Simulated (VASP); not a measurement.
Here is the system:

```xyz
4
Lattice="3.3812 0.0000 0.0000 0.0000 3.3812 0.0000 0.0000 0.0000 3.3812" Properties=species:S:1:pos:R:3 pbc="T T T"
Si     0.0000     0.0000     0.0000
Ni     0.0000     1.6906     1.6906
Ni     1.6906     0.0000     1.6906
Ni     1.6906     1.6906     0.0000
```

All values below come from PBEsol GGA, VASP's PBE PAW potentials (set 64) (plane waves; VASP). Run with 500 eV cut-off, 9×9×9 Γ-centred mesh, first-order Methfessel-Paxton smearing of 0.10 eV, potentials Si Ni.

### Question
What does the run give for the energy per atom (σ→0), pressure, band gap (on the k-mesh) with the smallest direct gap where there is one?

### Answer

| Quantity | Value |
|---|---|
| band gap (on the k-mesh) | none (metal, semimetal or under 0.01 eV) |
| energy per atom (σ→0) | -6.532 eV/atom |
| pressure | 19.79 GPa |

The absolute energy has meaning only against runs of the same code, potentials and settings.

The compound is Ni3Si in the L1_2 structure. It was relaxed first under an external pressure of 20 GPa. The run is not spin-polarised, so no magnetic state was tried.
